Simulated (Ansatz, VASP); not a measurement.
# Hf2Si11O26: VASP beside Ansatz

One calculation is typed for both programs; each brings its own data sets. How far apart do they land? Of the first pair: The structure shown is the start of the Ansatz relaxation below; VASP solves that cell, so the two are compared at the walk's first step.

Calculated with Ansatz 0.2.0; plane waves, with VASP 6.6.1 beside it; single point at PBE.

## Step 1: The starting structure

The cell holds 39 atoms: 2 Hf, 11 Si and 26 O. Cell: a = 8.160 Å, b = 8.160 Å, c = 8.160 Å, α = 90.0°, β = 90.0°, γ = 90.0°.

## Step 2: Ansatz: relaxation, PBE

Ansatz runs on its PAW soft_1 files.

The two programs are compared at the cell with which this relaxation starts, whose forces are those of its first step.

The input, input.yaml:

```yaml
crystal:
  lattice:
    - [8.1600182861, 0.0, 0.0]
    - [0.0, 8.1600182861, 0.0]
    - [0.0, 0.0, 8.1600182861]
  atoms:
    - { symbol: Hf, position: [0.428841, 0.684551, 0.740911] }
    - { symbol: Hf, position: [0.13759, 0.741978, 0.50008] }
    - { symbol: Si, position: [0.334729, 0.387568, 0.433619] }
    - { symbol: Si, position: [0.428519, 0.15315, 0.026766] }
    - { symbol: Si, position: [0.754403, 0.12549, 0.253758] }
    - { symbol: Si, position: [0.458709, 0.507814, 0.089785] }
    - { symbol: Si, position: [0.323081, 0.094771, 0.678835] }
    - { symbol: Si, position: [0.014458, 0.764816, 0.835968] }
    - { symbol: Si, position: [0.097553, 0.990558, 0.140976] }
    - { symbol: Si, position: [0.765486, 0.937321, 0.605632] }
    - { symbol: Si, position: [0.760381, 0.494331, 0.901973] }
    - { symbol: Si, position: [0.943418, 0.402524, 0.420383] }
    - { symbol: Si, position: [0.948733, 0.230289, 0.757124] }
    - { symbol: O, position: [0.626615, 0.828899, 0.674868] }
    - { symbol: O, position: [0.741233, 0.999939, 0.416814] }
    - { symbol: O, position: [0.880712, 0.335702, 0.907576] }
    - { symbol: O, position: [0.161424, 0.666263, 0.755968] }
    - { symbol: O, position: [0.141774, 0.349416, 0.385351] }
    - { symbol: O, position: [0.392883, 0.665493, 0.997702] }
    - { symbol: O, position: [0.922399, 0.081367, 0.161044] }
    - { symbol: O, position: [0.304078, 0.907566, 0.613785] }
    - { symbol: O, position: [0.429592, 0.079965, 0.844088] }
    - { symbol: O, position: [0.934419, 0.35978, 0.611067] }
    - { symbol: O, position: [0.946993, 0.84185, 0.646208] }
    - { symbol: O, position: [0.652027, 0.515449, 0.06271] }
    - { symbol: O, position: [0.87516, 0.650651, 0.892194] }
    - { symbol: O, position: [0.593027, 0.125539, 0.137567] }
    - { symbol: O, position: [0.334081, 0.570524, 0.523624] }
    - { symbol: O, position: [0.618795, 0.502155, 0.762901] }
    - { symbol: O, position: [0.118089, 0.885876, 0.300754] }
    - { symbol: O, position: [0.267206, 0.088855, 0.117128] }
    - { symbol: O, position: [0.397537, 0.345966, 0.990739] }
    - { symbol: O, position: [0.06927, 0.888851, 0.970023] }
    - { symbol: O, position: [0.424334, 0.441678, 0.270437] }
    - { symbol: O, position: [0.135639, 0.158398, 0.735408] }
    - { symbol: O, position: [0.812835, 0.094634, 0.715608] }
    - { symbol: O, position: [0.803235, 0.301642, 0.33241] }
    - { symbol: O, position: [0.384685, 0.231878, 0.546305] }
    - { symbol: O, position: [0.958396, 0.591511, 0.40488] }
  symmetry: { detect: false }
kpoints:
  mp_grid: { grid: [2, 2, 2] }
scf:
  occupations: { method: fermi_dirac, width: 0.05 }
hamiltonian:
  xc: pbe
  pseudopotentials: { kind: paw, azcp: { folder: soft_1 } }
output:
  forces: true
  stress: true
relax:
  f_tol: 0.04
  max_steps: 150
  escape_saddle: false
  cell: { stress_tol: 0.4, fix: [] }
```

The run is started by

```bash
> ansatz run input.yaml --threads 4 --pin off --max-ram 16384MiB --backend cpu --events-out ev --progress --plain --runs-dir out
```

Numbers of over 12 decimals in the logs are rounded to 6 here.

Log:

```text
Engine: ansatz 0.2.0, aarch64-unknown-linux-gnu
Pseudopotentials: kind: paw
Pseudopotential: Hf, paw, valence charge 26, recommended cutoff 420 eV (normal), soft_1/Hf.paw.azcp
Pseudopotential: Si, paw, valence charge 4, recommended cutoff 420 eV (normal), soft_1/Si.paw.azcp
Pseudopotential: O, paw, valence charge 6, recommended cutoff 420 eV (normal), soft_1/O.paw.azcp
Functional definition: PBE
  parameter kappa = 0.804
  parameter beta = 0.066725
  exchange = pbe_x(kappa = kappa, mu = beta*pi^2/3)
  correlation = pbe_c(beta = beta)
Crystal: 39 atoms, lattice volume = 543.342 Å³
Basis set: ecut = 420 eV, 10635 PW (Γ), exchange–correlation on 120×120×120 points (8 copies of the dense FFT grid, shifted against one another)
Bands: 165, of which v1, the nominal top of the filled ones, is band 126 counted from 1 (125 counted from 0)
Symmetry: 1 space group operations
k-points: 8
Non-local potential: Hf, projectors of the file, l = 0: 3, l = 1: 2, l = 2: 2, l = 3: 3
Non-local potential: Si, projectors of the file, l = 0: 2, l = 1: 2, l = 2: 1
Non-local potential: O, projectors of the file, l = 0: 2, l = 1: 2, l = 2: 1
PAW form: soft (Blöchl's): semilocal exchange-correlation on the pseudo side does not see the compensation charge
PAW one-centre angular grid: Hf, 590 points (default); XC on 64 Gauss nodes
PAW one-centre angular grid: Si, 110 points (default); XC on 64 Gauss nodes
PAW one-centre angular grid: O, 110 points (default); XC on 64 Gauss nodes
Initial density: superposition of atomic densities (chi_scale 0.1, normalization cell, long waves 6 % of neutral atoms (reshape's long-wave potential 1.06 eV rms, cloud 2.41 Å wide))
Initial wavefunctions: pseudopotential atomic-orbital guess
Functional: x = pbe(κ = 0.804, μ = 0.219515), c = pbe(β = 0.066725)
SCF iter   1: F=—  HF=-53290.723426 eV  |F-HF|=—  |Δ(HF+E_count)|=         —  Δρ=1.90e-1  dr2=7.68e2  ethr=3.10e-3  ⟨swp⟩=6.2  Hψ=5849  notcnv=0  defer=124
preconditioner: auto → LDOS  [metal: Δε(μ)=0.013 eV  Ē_g=14.806 eV  σ=0.050 eV  W_gap=0.06  n_scr=122 (ndim 8)  ℏωp=23.0 eV  f_vac=0.125  D(μ)=25.44/eV (n_scr^D=250)  β→1.0]
SCF iter   2: F=—  HF=-53246.298421 eV  |F-HF|=—  |Δ(HF+E_count)|=    4.44e1  Δρ=1.27e-1  dr2=5.11e1  ethr=3.10e-3  ⟨swp⟩=6.9  Hψ=3964  notcnv=0  defer=189
preconditioner: auto → Resta (q_TF=auto, 2.400 Å⁻¹)  ε∞=3.5  [insulator: Δε(μ)=2.955 eV  Ē_g=15.692 eV  σ=0.050 eV  W_gap=1.00  n_scr=122 (ndim 8)  ℏωp=24.8 eV  f_vac=0.202  D(μ)=0.00/eV (n_scr^D=0)  ε∞_Penn≈3.5  vacuum switching on, ρ_ref=1.8e-2 e/Å³  β→0.5]
SCF iter   3: F=—  HF=-53236.366742 eV  |F-HF|=—  |Δ(HF+E_count)|=    9.93e0  Δρ=5.59e-2  dr2=1.52e1  ethr=3.10e-3  ⟨swp⟩=4.0  Hψ=3370  notcnv=0  defer=268
SCF iter   4: F=—  HF=-53233.799060 eV  |F-HF|=—  |Δ(HF+E_count)|=    2.57e0  Δρ=2.10e-2  dr2=3.68e0  ethr=3.10e-3  ⟨swp⟩=3.9  Hψ=2674  notcnv=0  defer=247
SCF iter   5: F=—  HF=-53233.158991 eV  |F-HF|=—  |Δ(HF+E_count)|=   6.40e-1  Δρ=1.07e-2  dr2=1.28e0  ethr=1.46e-3  ⟨swp⟩=6.1  Hψ=3805  notcnv=0  defer=244
SCF iter   6: F=—  HF=-53232.858221 eV  |F-HF|=—  |Δ(HF+E_count)|=   3.01e-1  Δρ=4.95e-3  dr2=2.64e-1  ethr=5.07e-4  ⟨swp⟩=4.8  Hψ=2505  notcnv=0  defer=244
SCF iter   7: F=—  HF=-53232.773829 eV  |F-HF|=—  |Δ(HF+E_count)|=   8.44e-2  Δρ=1.64e-3  dr2=1.39e-2  ethr=1.05e-4  ⟨swp⟩=3.6  Hψ=2382  notcnv=0  defer=247
SCF iter   8: F=—  HF=-53232.772074 eV  |F-HF|=—  |Δ(HF+E_count)|=   1.76e-3  Δρ=1.13e-3  dr2=5.59e-3  ethr=5.53e-6  ⟨swp⟩=3.0  Hψ=2318  notcnv=0  defer=246
SCF iter   9: F=—  HF=-53232.770806 eV  |F-HF|=—  |Δ(HF+E_count)|=   1.27e-3  Δρ=2.53e-4  dr2=2.69e-4  ethr=2.22e-6  ⟨swp⟩=2.0  Hψ=1980  notcnv=0  defer=246
SCF iter  10: F=—  HF=-53232.770802 eV  |F-HF|=—  |Δ(HF+E_count)|=   4.26e-6  Δρ=9.25e-5  dr2=3.92e-5  ethr=1.07e-7  ⟨swp⟩=2.0  Hψ=2072  notcnv=0  defer=246
SCF iter  11: F=—  HF=-53232.770408 eV  |F-HF|=—  |Δ(HF+E_count)|=   3.94e-4  Δρ=4.44e-5  dr2=8.12e-6  ethr=1.56e-8  ⟨swp⟩=2.0  Hψ=2202  notcnv=0  defer=246
SCF iter  12: F=—  HF=-53232.770409 eV  |F-HF|=—  |Δ(HF+E_count)|=   1.10e-6  Δρ=1.55e-5  dr2=1.07e-6  ethr=3.22e-9  ⟨swp⟩=2.0  Hψ=1824  notcnv=0  defer=246
SCF iter  13: F=—  HF=-53232.770410 eV  |F-HF|=—  |Δ(HF+E_count)|=   4.87e-7  Δρ=7.34e-6  dr2=2.55e-7  ethr=4.23e-10  ⟨swp⟩=2.0  Hψ=2080  notcnv=0  defer=246
SCF iter  14: F=-53232.770410 eV  HF=-53232.770410 eV  |F-HF|=3.32e-9  |Δ(HF+E_count)|=   2.39e-9  Δρ=1.57e-6  dr2=1.38e-8  ethr=3.97e-11  ⟨swp⟩=5.0  Hψ=4511  notcnv=0
SCF 1 converged in 14 iterations: F = -53232.770410 eV  dr2 = 1.38e-8
  greatest PAW one-centre occupation: 0.999 electrons in one spin orbital (limit 2), on the Hf atom at site 1 (counted from 0), in its partial waves of l = 0
[...]
relax step  16: F+E_penalty+E_count = -53236.27148343 eV  Δ(F+E_penalty+E_count) = -3.780e-4 eV  max|allowed force component| = 1.451e-2 eV/Å  Δτ_max = 0.0078 Å  P = -0.005 GPa  Ω = 554.562 Å³  energy of the carried Pulay correction = -7.543e-3 eV  (7 SCF iters, dr2 threshold 2.65e-7 eV, accepted)
iter 1 solved again at ethr=9.96e-8 eV; its pass at ethr=3.10e-3 eV (dr2=2.51e-4 eV) is discarded
SCF iter   1: F=—  HF=-53236.278876 eV  |F-HF|=—  |Δ(HF+E_count)|=         —  Δρ=1.00e-4  dr2=4.63e-6  ethr=9.96e-8  ⟨swp⟩=4.5  Hψ=11154  notcnv=0
[...]
basis re-selected at this cell: Δ(F+E_penalty+E_count) = -8.642e-3 eV, ΔP = +0.008 GPa vs the last step (what re-selecting the basis moved, of the pressure what is left beyond the Pulay correction that the steps carried, after the strain that the cell walked since its last selection, with what the two solves' SCF thresholds leave and, on support functions, any second-order correction that the steps lacked; it is no m [...]
SCF converged after 4 iterations
Free energy (F): -53236.280125 eV
Harris-Foulkes:  -53236.280125 eV  (|F-HF|=4.58e-10)
Internal energy: -53236.280125 eV  (E = F + TS)
E sigma→0 (E₀):  -53236.280125 eV
Fermi energy:    5.332465 eV
--- Per-component energies (eV) ---
  E_band       = -1581.883265
  E_kinetic    = 5742.766716
  E_local      = -35410.550042  (includes V_loc(G=0)·N_el)
  E_nonlocal   = 1726.574128
  E_hartree    = 15540.265309
  E_xc         = -3024.641818
  E_vxc        = -3422.499193  (∫ρ·V_xc dr)
  E_paw        = -25280.133586  (= ΣΔE_a)
  E_vpaw       = -1298.723165  (= ΣTr[D̂ρ^β])
  E_aug_tail   = 0.021477  (compensation charges beyond the density's cutoff)
  E_ewald      = -12530.582308
  E_smearing   = -0.000000  (= −TS)
  E_closure    = 0.000000  (closes the sum)
  Σ components = -53236.280125   (vs F -53236.280125, Δ=0.00e0)
--- Forces (eV/Å), atoms counted from 1 ---
  atom   1  Hf     0.01429289    -0.00369817     0.00864964
  atom   2  Hf     0.01214877     0.00848937     0.00455662
  atom   3  Si     0.00281053    -0.00788705     0.00176064
  atom   4  Si    -0.00149800    -0.00088452    -0.00270234
  atom   5  Si     0.00318361     0.00940309     0.00195984
  atom   6  Si     0.00697080    -0.00265151     0.00470855
  atom   7  Si     0.00044040     0.00174468     0.00552210
  atom   8  Si    -0.00054557     0.00740209    -0.01317073
  atom   9  Si     0.00253320    -0.00089019     0.01253305
  atom  10  Si    -0.00496523     0.00468519    -0.00054519
  atom  11  Si    -0.00474853    -0.00639327     0.00402764
  atom  12  Si    -0.00238747    -0.00718799    -0.00520152
  atom  13  Si     0.00641965     0.00178506    -0.00182904
  atom  14  O      0.00313688    -0.00164042    -0.00215954
  atom  15  O      0.00191817    -0.00403222     0.00546685
  atom  16  O     -0.00254591     0.00286330     0.00031812
  atom  17  O     -0.01153875    -0.00134219    -0.00549435
  atom  18  O     -0.00486006     0.00027805    -0.00262124
  atom  19  O     -0.00012898     0.00684884    -0.01152263
  atom  20  O      0.00216972     0.00257385    -0.00307582
  atom  21  O     -0.00731639    -0.00561876    -0.00252102
  atom  22  O      0.00083529     0.00026467     0.00225554
  atom  23  O     -0.00311728     0.00697993    -0.00162075
  atom  24  O      0.00821531    -0.00550442     0.01380728
[...]
atom  32  O      0.00317411     0.00087489    -0.00086947
  atom  33  O     -0.00481858    -0.00096847    -0.00627735
  atom  34  O      0.00167173     0.00109321    -0.00485184
  atom  35  O     -0.00254463     0.00001125    -0.00127515
  atom  36  O     -0.00024496    -0.00474575    -0.00068680
  atom  37  O     -0.00063750    -0.00159153     0.00057865
  atom  38  O      0.00087630     0.00305235     0.00088719
  atom  39  O     -0.00440398    -0.00318682     0.00414830
  max |Σ_I F_I| component: 2.03e-5 eV/Å
--- Stress (GPa, compression-positive) ---
       -0.019067      -0.032029      -0.014592
       -0.032032       0.049130       0.012722
       -0.014591       0.012721      -0.020955
  P = ⅓ Tr σ = 0.0030 GPa (0.030 kbar)
--- Relaxed structure (15 steps of the walk, 15 accepted, 2 SCFs on fresh bases) ---
  F+E_penalty+E_count = -53236.28012531 eV   max|allowed force component| = 1.429e-2 eV/Å   (the final SCF, on the basis selected at the relaxed cell)
  cell:  # Å, volume = 554.5617 Å³
    - [7.888578, -0.314911, -0.391096]
    - [-0.314911, 8.619253, 0.132626]
    - [-0.391096, 0.132626, 8.188974]
  atoms:
    - { symbol: Hf, position: [0.449945, 0.660859, 0.761368] }
    - { symbol: Hf, position: [0.122091, 0.759116, 0.484253] }
    - { symbol: Si, position: [0.317946, 0.417452, 0.435589] }
    - { symbol: Si, position: [0.433318, 0.142920, 0.019576] }
    - { symbol: Si, position: [0.772933, 0.103422, 0.258761] }
    - { symbol: Si, position: [0.498523, 0.483981, 0.108290] }
    - { symbol: Si, position: [0.281206, 0.128682, 0.671336] }
    - { symbol: Si, position: [0.022397, 0.767236, 0.827651] }
    - { symbol: Si, position: [0.104435, 0.968268, 0.133727] }
    - { symbol: Si, position: [0.749430, 0.934816, 0.604253] }
    - { symbol: Si, position: [0.781262, 0.481392, 0.921616] }
    - { symbol: Si, position: [0.939399, 0.410112, 0.414676] }
    - { symbol: Si, position: [0.929037, 0.241052, 0.747701] }
    - { symbol: O, position: [0.585999, 0.837860, 0.671275] }
    - { symbol: O, position: [0.733935, 0.974326, 0.407909] }
    - { symbol: O, position: [0.869356, 0.316568, 0.911221] }
    - { symbol: O, position: [0.193513, 0.721196, 0.752391] }
    - { symbol: O, position: [0.125065, 0.368183, 0.356462] }
    - { symbol: O, position: [0.431871, 0.635569, 1.004373] }
    - { symbol: O, position: [0.947262, 0.059146, 0.188518] }
    - { symbol: O, position: [0.221306, 0.983090, 0.554897] }
    - { symbol: O, position: [0.415012, 0.081044, 0.830890] }
    - { symbol: O, position: [0.922121, 0.379281, 0.610059] }
    - { symbol: O, position: [0.916075, 0.821963, 0.646647] }
    - { symbol: O, position: [0.706336, 0.491704, 0.099904] }
    - { symbol: O, position: [0.931280, 0.620558, 0.915639] }
    - { symbol: O, position: [0.612239, 0.092267, 0.117883] }
    - { symbol: O, position: [0.313470, 0.587400, 0.530646] }
    - { symbol: O, position: [0.629269, 0.512516, 0.776844] }
    - { symbol: O, position: [0.146049, 0.824266, 0.257465] }
    - { symbol: O, position: [0.277969, 0.079070, 0.125233] }
    - { symbol: O, position: [0.420952, 0.330331, 1.006964] }
    - { symbol: O, position: [0.043357, 0.911177, 0.947334] }
    - { symbol: O, position: [0.451093, 0.458077, 0.297872] }
    - { symbol: O, position: [0.123166, 0.190708, 0.762979] }
    - { symbol: O, position: [0.793715, 0.093130, 0.704165] }
    - { symbol: O, position: [0.800375, 0.279594, 0.327842] }
    - { symbol: O, position: [0.371414, 0.278843, 0.568141] }
    - { symbol: O, position: [0.938219, 0.597834, 0.400620] }
```

## Step 3: VASP: single point, PBE, start cell, pair 1

The same cell, functional, mesh and smearing now go to VASP, with its own data sets.

Lines of VASP's logs that name or quote its potential files are left out, and so is its time.

The input, INCAR:

```
SYSTEM = Hf2Si11O26
PREC = Accurate
ENCUT = 520
EDIFF = 1E-06
NELM = 120
ISMEAR = -1
SIGMA = 0.05
LREAL = Auto
ALGO = Normal
GGA = PE
NBANDS = 140
LASPH = .TRUE.
LORBIT = 11
LWAVE = .FALSE.
LCHARG = .FALSE.
ISIF = 2
GGA_COMPAT = .FALSE.
EFERMI = MIDGAP
KPAR = 4
```

The input, POSCAR:

```
Hf2Si11O26
1.0
    8.1600180000      0.0000000000      0.0000000000
    0.0000000000      8.1600180000      0.0000000000
    0.0000000000      0.0000000000      8.1600180000
Hf Si O
2 11 26
Direct
    0.4288409658      0.6845510635      0.7409109882
    0.1375900151      0.7419780201      0.5000800243
    0.3347290410      0.3875680176      0.4336190190
    0.4285190302      0.1531500298      0.0267659949
    0.7544029927      0.1254900418      0.2537580187
    0.4587090372      0.5078140759      0.0897849735
    0.3230810275      0.0947709919      0.6788350222
    0.0144580563      0.7648160825      0.8359680089
    0.0975529711      0.9905579865      0.1409760371
    0.7654860565      0.9373209716      0.6056319974
    0.7603810433      0.4943310174      0.9019730104
    0.9434180170      0.4025239895      0.4203830188
    0.9487330788      0.2302889528      0.7571240652
    0.6266150393      0.8288990294      0.6748679966
    0.7412330463      0.9999390933      0.4168140315
    0.8807120278      0.3357019556      0.9075760617
    0.1614240312      0.6662629911      0.7559680628
    0.1417739520      0.3494160184      0.3853509882
    0.3928829569      0.6654930173      0.9977020884
    0.9223990682      0.0813669774      0.1610440075
    0.3040780057      0.9075660127      0.6137850431
    0.4295920671      0.0799650197      0.8440880890
    0.9344190172      0.3597799662      0.6110670344
    0.9469930091      0.8418499812      0.6462080108
    0.6520269931      0.5154489855      0.0627100332
    0.8751600793      0.6506510157      0.8921939878
    0.5930270007      0.1255390613      0.1375669760
    0.3340810033      0.5705239866      0.5236239675
    0.6187950811      0.5021550198      0.7629010132
    0.1180889552      0.8858759870      0.3007539934
    0.2672060282      0.0888549511      0.1171280505
    0.3975369907      0.3459660261      0.9907389910
    0.0692699452      0.8888509805      0.9700229828
    0.4243339904      0.4416780698      0.2704370260
    0.1356390390      0.1583980575      0.7354080591
    0.8128349717      0.0946339824      0.7156079803
    0.8032349929      0.3016419817      0.3324100511
    0.3846850583      0.2318780424      0.5463050449
    0.9583960477      0.5915110726      0.4048799892
```

The input, KPOINTS:

```
Automatic mesh
0
Gamma
2 2 2
0 0 0
```

The projector-augmented-wave data sets are Hf_pv, Si and O (PBE family, release 64).

The run is started by

```bash
> mpirun -np 4 vasp_std
```

Log:

```text
[banner, memory and clock lines left out]
running    4 mpi-ranks, on    1 nodes
[...]
LDA part: xc-table for (Slater+PW92), standard interpolation
 POSCAR, INCAR and KPOINTS ok, starting setup
[...]
entering main loop
       N       E                     dE             d eps       ncg     rms          rms(c)
DAV:   1     0.152727266164E+04    0.15273E+04   -0.11628E+05  2248   0.146E+03
DAV:   2    -0.234816153601E+03   -0.17621E+04   -0.17157E+04  2724   0.357E+02
DAV:   3    -0.362551300564E+03   -0.12774E+03   -0.12699E+03  2672   0.994E+01
DAV:   4    -0.364806890642E+03   -0.22556E+01   -0.22488E+01  2704   0.141E+01
[...]
DAV:  16    -0.314525936890E+03    0.61682E-05   -0.14962E-05  2592   0.179E-02    0.855E-03
DAV:  17    -0.314525935024E+03    0.18653E-05   -0.82464E-06  2520   0.108E-02    0.492E-03
DAV:  18    -0.314525935087E+03   -0.62755E-07   -0.10697E-06  1664   0.428E-03
   1 F= -.31452594E+03 E0= -.31452594E+03  d E =-.107867E-15
```

Parts of OUTCAR (step 3):

```text
  Total        3.3585717     23.0037530     17.0915324      3.1290970      7.1834189     -9.6202618
  in kB        9.9035718     67.8322040     50.3985725      9.2269094     21.1820714    -28.3676997
  external PRESSURE =      42.7114494 kB  Pullay stress =       0.0000000 kB

 POSITION                                       TOTAL-FORCE (eV/Angst)
 -----------------------------------------------------------------------------------
      3.49935      5.58595      6.04585         2.395787     -0.956306      1.369291
      1.12274      6.05455      4.08066        -1.949721     -0.051561     -2.070987
      2.73139      3.16256      3.53834        -3.200029     -0.072039     -0.068364
      3.49672      1.24971      0.21841        -0.286931      1.468426      0.080340
      6.15594      1.02400      2.07067         0.835168     -0.510373      1.461248
      3.74307      4.14377      0.73265         0.487957     -1.247846     -1.161223
      2.63635      0.77333      5.53931        -2.198060      1.004432      0.429957
      0.11798      6.24091      6.82151        -0.256806      0.490083     -1.300335
      0.79603      8.08297      1.15037        -0.471232      0.001884     -0.742690
      6.24638      7.64856      4.94197         1.321134      1.557379     -0.774958
      6.20472      4.03375      7.36012        -1.387323     -0.324802     -0.909724
      7.69831      3.28460      3.43033         2.752024     -1.427693      0.994210
      7.74168      1.87916      6.17815         0.685268     -0.059293     -1.983211
      5.11319      6.76383      5.50693        -2.507741     -1.420021      0.748117
[...]
-----------------------------------------------------------------------------------
    total drift:                                0.003541     -0.004127     -0.004047

  FREE ENERGIE OF THE ION-ELECTRON SYSTEM (eV)
  ---------------------------------------------------
  free  energy   TOTEN  =      -314.5259350872 eV

  energy  without entropy=     -314.5259350872  energy(sigma->0) =     -314.52593509

[... 3 further parts left out ...]
[key lines of the parts left out:]
E-fermi :   3.1215
```

The run ends at a pressure of 4.27 GPa, with forces up to 3.4 eV/Å.

[end of part 1 of 2]

[Lines on the potential files, build, host, timing and source positions are cut from VASP's logs without a mark.]

[Logs are printed without paths, hosts, clocks, repeated set-up lines and the standing remarks that a program may print on its own settings, such as how far it seeks lower states.]

[Hosts, paths, dates, database ids (printed as entryN), source tags and the programs' standing remarks are cut or masked in the printed files.]
